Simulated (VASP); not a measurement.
Here is the system:

```yaml
crystal:
  lattice:
    - [0.00000, 2.43407, 2.43407]
    - [2.43407, 0.00000, 2.43407]
    - [2.43407, 2.43407, 0.00000]
  atoms:
    - { symbol: Y, position: [0.00000, 0.00000, 0.00000] }
    - { symbol: N, position: [0.50000, 0.50000, 0.50000] }
```

These are PBE GGA with D3 dispersion (Becke-Johnson damping), VASP's PBE PAW potentials (set 64) (plane waves; VASP) values and carry that method's errors. Numerical set-up: 520 eV cut-off, 9×9×9 Γ-centred mesh, Gaussian smearing of 0.050 eV, potentials Y_sv N.

Task: Give the energy at these volumes per atom, relative to the lowest: 13.55, 13.98, 14.42, 14.85, 15.28 Å³.

Result: 30.4, 7.3, 0.0, 6.3, 24.2 meV/atom. A third-order Birch-Murnaghan fit gives B0 = 167 GPa and B0′ = 4.2.

Measured: a 4.877 Å (computed value off by -0.2 %), as given by G. Soto et al., Computational Materials Science (2007), arXiv:cond-mat/0703568. The calculation is for a static lattice, while the measured a holds thermal and zero-point effects, which are part of the difference.

The compound is YN in the rock salt structure. It was relaxed first.
